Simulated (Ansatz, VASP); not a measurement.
## BaCa: VASP beside Ansatz

Aim: how closely do two programs agree when they are given the same cell, functional and k mesh? The cell is invented: As first built, before any earlier steps moved the atoms (in the runner's words): it takes the Ca structure with some of its atoms replaced by other elements, volume scaled by an estimate. It may not be a known or stable phase. The cell is taken from a series of VASP runs on this material, whose earlier steps may have relaxed, scaled or displaced it; both programs get it as it stands.

Method: plane waves, with VASP 6.6.1 beside it; single point at LDA, in Ansatz 0.2.0.

## (1) Set-up

Symmetry: P4/mmm, No. 123, tetragonal system. Conventional cell: a = 3.976 Å, b = 3.976 Å, c = 5.835 Å, α = 90.00°, β = 90.00°, γ = 90.00°. Nearest to Ba lie 4 Ba at 3.98 Å and 8 Ca at 4.05 Å. Nearest to Ca lie 4 Ca at 3.98 Å and 8 Ba at 4.05 Å. As first built, before any earlier steps moved the atoms (in the runner's words): sites of the Ca structure (space group 225) filled with other elements, volume scaled by an estimate. Farther neighbours are not listed.

## (2) Ansatz: single point, LDA

Ansatz runs on its default PAW (the set named soft_2) files.

With cell and atoms fixed, the geometry can't cause a difference; cores, projectors, grids and the points listed under the comparison can.

Input file input.yaml:

```yaml
crystal:
  lattice:
    - [3.9760214257, 0.0, 0.0]
    - [0.0, 3.9760214257, 0.0]
    - [0.0, 0.0, 5.8349245725]
  atoms:
    - { symbol: Ba, position: [0.5, 0.5, 0.5] }
    - { symbol: Ca, position: [0.0, 0.0, 0.0] }
hamiltonian:
  xc: lda
  pseudopotentials: { kind: paw }
kpoints:
  mp_grid: { grid: [6, 6, 4] }
scf:
  occupations: { method: gaussian, width: 0.05 }
  n_extra_bands: 4
output:
  forces: true
  stress: true
  eigenvalues: true
```

Launch:

```bash
> ansatz run input.yaml --threads 2 --pin off --max-ram 4608MiB --backend cpu --events-out ev --progress --plain --runs-dir out
```

Numbers of over 12 decimals in the logs are rounded to 6 here.

What it wrote:

```text
scf.n_extra_bands = 4 over 10 filled bands (N_el = 20.0): the run solves 14 bands
Engine: ansatz 0.2.0, aarch64-unknown-linux-gnu
Pseudopotentials: kind: paw
Pseudopotential: Ba, paw, valence charge 10, recommended cutoff 420 eV (normal), Ba.paw.azcp
Pseudopotential: Ca, paw, valence charge 10, recommended cutoff 420 eV (normal), Ca.paw.azcp
Functional definition: SPW92
  exchange = slater_x
  correlation = pw_c
Crystal: 2 atoms, lattice volume = 92.243 Å³
Basis set: ecut = 420 eV, 1803 PW (Γ)
Bands: 14, of which v1, the nominal top of the filled ones, is band 10 counted from 1 (9 counted from 0)
Symmetry: 16 space group operations
Space group: P4/mmm (ITA 123), of the structure as read, at distance tolerance 4.5e-5 Å
k-points: 30 of 144
Non-local potential: Ba, projectors of the file, l = 0: 3, l = 1: 2, l = 2: 2, l = 3: 2
Non-local potential: Ca, projectors of the file, l = 0: 3, l = 1: 2, l = 2: 2
PAW form: soft (Blöchl's): semilocal exchange-correlation on the pseudo side does not see the compensation charge
PAW frozen core: Ba, regenerated for the run's functional, and the local potential with it (the file was generated under x = pbe(κ = 0.804, μ = 0.219515), c = pbe(β = 0.066725))
PAW frozen core: Ca, regenerated for the run's functional, and the local potential with it (the file was generated under x = pbe(κ = 0.804, μ = 0.219515), c = pbe(β = 0.066725))
PAW one-centre angular grid: Ba, 194 points (default); XC on 64 Gauss nodes
PAW one-centre angular grid: Ca, 110 points (default); XC on 64 Gauss nodes
Initial density: superposition of atomic densities (neutral atoms: chi_scale 0, normalization atom), corrected by the library's trained network
Initial wavefunctions: pseudopotential atomic-orbital guess
Functional: x = slater, c = lda
SCF iter   1: F=—  HF=-7552.114489 eV  |F-HF|=—  |Δ(HF+E_count)|=         —  Δρ=3.84e-3  dr2=1.07e-2  ethr=1.77e-3  ⟨swp⟩=8.2  Hψ=3029  notcnv=0
preconditioner: auto → Kerker (q_TF=auto, 2.115 Å⁻¹)  [metal: Δε(μ)=0.013 eV  Ē_g=2.132 eV  σ=0.050 eV  W_gap=0.15  n_scr=14 (ndim 8)  ℏωp=7.7 eV  f_vac=0.000  D(μ)=2.16/eV (n_scr^D=14)]
SCF iter   2: F=—  HF=-7552.113278 eV  |F-HF|=—  |Δ(HF+E_count)|=   1.21e-3  Δρ=2.04e-3  dr2=3.13e-3  ethr=5.34e-5  ⟨swp⟩=2.2  Hψ=802  notcnv=0
SCF iter   3: F=—  HF=-7552.113006 eV  |F-HF|=—  |Δ(HF+E_count)|=   2.72e-4  Δρ=2.93e-4  dr2=1.38e-4  ethr=1.56e-5  ⟨swp⟩=3.0  Hψ=761  notcnv=0
SCF iter   4: F=—  HF=-7552.113011 eV  |F-HF|=—  |Δ(HF+E_count)|=   4.99e-6  Δρ=6.65e-5  dr2=1.05e-5  ethr=6.91e-7  ⟨swp⟩=1.2  Hψ=434  notcnv=0
SCF iter   5: F=—  HF=-7552.113008 eV  |F-HF|=—  |Δ(HF+E_count)|=   2.79e-6  Δρ=1.51e-5  dr2=3.12e-7  ethr=5.27e-8  ⟨swp⟩=2.0  Hψ=486  notcnv=0
SCF iter   6: F=-7552.113008 eV  HF=-7552.113008 eV  |F-HF|=9.23e-10  |Δ(HF+E_count)|=   4.83e-8  Δρ=2.84e-6  dr2=9.61e-9  ethr=5.00e-10  ⟨swp⟩=5.8  Hψ=2088  notcnv=0
SCF 1 converged in 6 iterations: F = -7552.113008 eV  dr2 = 9.61e-9
  greatest PAW one-centre occupation: 0.997 electrons in one spin orbital (limit 2), on the Ca atom at site 1 (counted from 0), in its partial waves of l = 0
SCF converged after 6 iterations
Free energy (F): -7552.113008 eV
Harris-Foulkes:  -7552.113008 eV  (|F-HF|=9.23e-10)
Internal energy: -7552.110573 eV  (E = F + TS)
E sigma→0 (E₀):  -7552.111791 eV
Entropy (-TS):   -0.002435 eV (-1.217 meV/atom)
Fermi energy:    6.301830 eV
--- Per-component energies (eV) ---
  E_band       = -238.426069
  E_kinetic    = 443.404501
  E_local      = -1178.730782  (includes V_loc(G=0)·N_el)
  E_nonlocal   = 127.761182
  E_hartree    = 388.290202
  E_xc         = -299.706885
  E_vxc        = -302.767173  (∫ρ·V_xc dr)
  E_paw        = -5873.993876  (= ΣΔE_a)
  E_vpaw       = -104.671870  (= ΣTr[D̂ρ^β])
  E_aug_tail   = -0.000007  (compensation charges beyond the density's cutoff)
  E_ewald      = -1159.700589
  E_core_change = 0.565681  (= ΣΔE_core)
  E_smearing   = -0.002435  (= −TS)
  E_closure    = -0.000000  (closes the sum)
  Σ components = -7552.113008   (vs F -7552.113008, Δ=0.00e0)
--- Forces (eV/Å), atoms counted from 1 ---
  atom   1  Ba     0.00000000     0.00000000     0.00000000
  atom   2  Ca     0.00000000    -0.00000000     0.00000000
  max |Σ_I F_I| component: 6.31e-30 eV/Å
--- Stress (GPa, compression-positive) ---
       -0.035351       0.000000       0.000000
        0.000000      -0.035351       0.000000
        0.000000       0.000000      -0.004198
  P = ⅓ Tr σ = -0.0250 GPa (-0.250 kbar)
--- Band table (eV; the first three rows and the last of 30) ---
  k-point 0: bands = [... 6 lower, -7.0636, -7.0636, 2.7797, 5.4458, 6.2661, 7.9922, 8.2366, 8.4314]
  k-point 1: bands = [... 6 lower, -7.0639, -7.0639, 3.1866, 5.2224, 6.4437, 7.6784, 7.8449, 8.6211]
  k-point 2: bands = [... 6 lower, -7.0643, -7.0643, 4.1051, 4.3571, 6.7674, 7.3400, 8.0696, 8.0856]
  k-point 29: bands = [... 6 lower, -7.6703, -7.2622, 5.5567, 6.3636, 6.3636, 6.8152, 7.6892, 7.6892]
```

It took 2.2 s on 2 threads of Arm Neoverse N1, shared host; peak memory 0.34 GiB; 4.1 s of CPU time.

The run ends at a pressure of -0.02 GPa.

## (3) VASP: single point, LDA

The same cell, functional (in two slightly different forms), mesh and smearing now go to VASP, with its own data sets and cutoff.

Lines of VASP's logs that name or quote its potential files are left out, and so is its time.

Input file INCAR:

```
SYSTEM = BaCa
PREC = Accurate
ENCUT = 400
EDIFF = 1E-06
NELM = 100
ISMEAR = 0
SIGMA = 0.05
LREAL = .FALSE.
ALGO = Normal
GGA = CA
NBANDS = 16
LORBIT = 11
LWAVE = .FALSE.
LCHARG = .TRUE.
ISIF = 2
LELF = .TRUE.
LVHAR = .TRUE.
```

Input file POSCAR:

```
BaCa
1.0
    3.9760214257      0.0000000000      0.0000000000
    0.0000000000      3.9760214257      0.0000000000
    0.0000000000      0.0000000000      5.8349245725
Ba Ca
1 1
Direct
    0.5000000000      0.5000000000      0.5000000000
    0.0000000000      0.0000000000      0.0000000000
```

Input file KPOINTS:

```
Automatic mesh
0
Gamma
6 6 4
0 0 0
```

The projector-augmented-wave data sets are Ba_sv and Ca_sv (LDA family, release 64).

Launch:

```bash
> mpirun -np 1 vasp_std
```

What it wrote:

```text
[banner, memory and clock lines left out]
running    1 mpi-ranks, on    1 nodes
 distrk:  each k-point on    1 cores,    1 groups
 distr:  one band on    1 cores,    1 groups

 POSCAR found type information on POSCAR BaCa
 POSCAR found :  2 types and       2 ions
 LDA part: xc-table for (Slater(with rela. corr.)+CA(PZ))
 , standard interpolation
 POSCAR, INCAR and KPOINTS ok, starting setup
 FFT: planning ... GRIDC
 FFT: planning ... GRID_SOFT
 FFT: planning ... GRID
 WAVECAR not read
 entering main loop
       N       E                     dE             d eps       ncg     rms          rms(c)
DAV:   1     0.133755585882E+03    0.13376E+03   -0.80272E+03   968   0.898E+02
DAV:   2     0.259908535789E+01   -0.13116E+03   -0.12882E+03  1344   0.238E+02
DAV:   3    -0.421176882110E+01   -0.68109E+01   -0.67527E+01  1536   0.502E+01
DAV:   4    -0.444528052764E+01   -0.23351E+00   -0.23346E+00  1296   0.775E+00
DAV:   5    -0.445049435390E+01   -0.52138E-02   -0.52138E-02  1456   0.104E+00    0.331E+00
DAV:   6    -0.439742632121E+01    0.53068E-01   -0.11054E-01  1336   0.122E+00    0.186E+00
DAV:   7    -0.438277943708E+01    0.14647E-01   -0.58372E-02  1544   0.132E+00    0.283E-01
DAV:   8    -0.438199056469E+01    0.78887E-03   -0.40423E-03  1384   0.310E-01    0.432E-02
DAV:   9    -0.438198658158E+01    0.39831E-05   -0.21224E-04  1504   0.862E-02    0.188E-02
DAV:  10    -0.438198852102E+01   -0.19394E-05   -0.21980E-05  1336   0.193E-02    0.889E-03
DAV:  11    -0.438198807053E+01    0.45049E-06   -0.58939E-06  1344   0.184E-02
   1 F= -.43819881E+01 E0= -.43807574E+01  d E =-.246124E-02
```

Parts of OUTCAR (step 3):

```text
ion  position               nearest neighbor table
   1  0.500  0.500  0.500-
   2  0.000  0.000  0.000-

  LATTYP: Found a simple tetragonal cell.
 ALAT       =     3.9760214257
 C/A-ratio  =     1.4675284531

 Subroutine GETGRP returns: Found 16 space group operations
 (whereof 16 operations were pure point group operations)

The static configuration has the point symmetry D_4h.

 Found     30 irreducible k-points:

   k-points           NKPTS =     30   k-points in BZ     NKDIM =     30   number of bands    NBANDS=     16

   dimension x,y,z NGX =    28 NGY =   28 NGZ =   40
   dimension x,y,z NGXF=    56 NGYF=   56 NGZF=   80

   ENCUT  =  400.0 eV  29.40 Ry    5.42 a.u.   6.48  6.48  9.52*2*pi/ulx,y,z

   NELECT =      20.0000    total number of electrons

 k-points in reciprocal lattice and weights: Automatic mesh
   0.00000000  0.00000000  0.00000000       0.007
   0.16666667  0.00000000  0.00000000       0.028
   0.33333333  0.00000000  0.00000000       0.028
   0.50000000  0.00000000  0.00000000       0.014
   0.16666667  0.16666667  0.00000000       0.028
   0.33333333  0.16666667  0.00000000       0.056
   0.50000000  0.16666667  0.00000000       0.028
   0.33333333  0.33333333  0.00000000       0.028
   0.50000000  0.33333333  0.00000000       0.028
[...]
0.50000000  0.33333333  0.50000000       0.028
   0.50000000  0.50000000  0.50000000       0.007

 average (electrostatic) potential at core
       1 -37.6867       2 -48.5384

 E-fermi :   2.0947

 k-point     1 :       0.0000    0.0000    0.0000
  band No.  band energies     occupation
    ...
      7     -11.2518      2.00000
      8     -11.2518      2.00000
      9      -1.4156      2.00000
     10       1.2399      2.00000
     11       2.0532      1.75967
     12       3.8444      0.00000
     13       4.0299      0.00000
     14       4.2261      0.00000
     15       4.2261      0.00000
     16       5.3646      0.00000

 k-point     2 :       0.1667    0.0000    0.0000
  band No.  band energies     occupation
    ...
      6     -11.5871      2.00000
      7     -11.4460      2.00000
      8     -11.2352      2.00000
      9      -1.0523      2.00000
     10       1.5755      2.00000
     11       2.2862      0.00000
     12       3.3258      0.00000
     13       3.9609      0.00000
     14       4.1652      0.00000
     15       4.3728      0.00000
    ...

 k-point     3 :       0.3333    0.0000    0.0000
  band No.  band energies     occupation
    ...
      5     -20.7758      2.00000
      6     -11.8051      2.00000
      7     -11.5442      2.00000
      8     -11.2015      2.00000
      9      -0.1142      2.00000
     10       2.2137      0.00077
     11       2.3386      0.00000
     12       2.5264      0.00000
     13       3.5663      0.00000
     14       4.0316      0.00000
    ...

  Total        0.0076733      0.0076733      0.0146860      0.0000000      0.0000000     -0.0000000
  in kB        0.1332777      0.1332777      0.2550828      0.0000000      0.0000000     -0.0000000
  external PRESSURE =       0.1738794 kB  Pullay stress =       0.0000000 kB

  energy-cutoff  :      400.00
  volume of cell :       92.24
      direct lattice vectors                 reciprocal lattice vectors
     3.976021426  0.000000000  0.000000000     0.251507699  0.000000000  0.000000000
     0.000000000  3.976021426  0.000000000     0.000000000  0.251507699  0.000000000
     0.000000000  0.000000000  5.834924573     0.000000000  0.000000000  0.171381821

 POSITION                                       TOTAL-FORCE (eV/Angst)
 -----------------------------------------------------------------------------------
      1.98801      1.98801      2.91746         0.000000      0.000000      0.000000
      0.00000      0.00000      0.00000         0.000000      0.000000      0.000000
 -----------------------------------------------------------------------------------
    total drift:                               -0.000000      0.000000      0.000000

  FREE ENERGIE OF THE ION-ELECTRON SYSTEM (eV)
  ---------------------------------------------------
  free  energy   TOTEN  =        -4.3819880705 eV

  energy  without entropy=       -4.3795268285  energy(sigma->0) =       -4.38075745

 total charge
# of ion       s       p       d       tot
------------------------------------------
    1        2.077   5.519   0.377   7.973
    2        2.100   5.816   0.177   8.093
--------------------------------------------------
tot          4.177  11.335   0.553  16.065

[... 3 further parts left out ...]
```

Harder data sets than Ba_sv exist (the GW ones), and pressures, volumes and forces can shift noticeably with them.

## (4) Side by side

Known differences besides the potentials themselves: the two LDA forms differ slightly; the cutoff is 420 eV in Ansatz and 400 eV in VASP; VASP's log shows a relativistic correction to its local exchange, Ansatz's none. Total energies have different zeros and are not compared.

Compared:

```csv
quantity,Ansatz,VASP,difference
pressure (GPa),-0.02,0.02,-0.04
```

## (5) Results

| Property | Result |
| --- | --- |
| difference in pressure (single point, LDA) | -0.042 GPa |

The difference in pressure is -0.042 GPa (single point, LDA), within the 1 GPa picked in this series as the mark of a large difference. How closely two codes agree says nothing of how well the functional describes the real material.

[Lines on the potential files, build, host, timing and source positions are cut from VASP's logs without a mark.]

[Logs are printed without paths, hosts, clocks, repeated set-up lines and the standing remarks that a program may print on its own settings, such as how far it seeks lower states.]

[Hosts, paths, dates, database ids (printed as entryN), source tags and the programs' standing remarks are cut or masked in the printed files.]
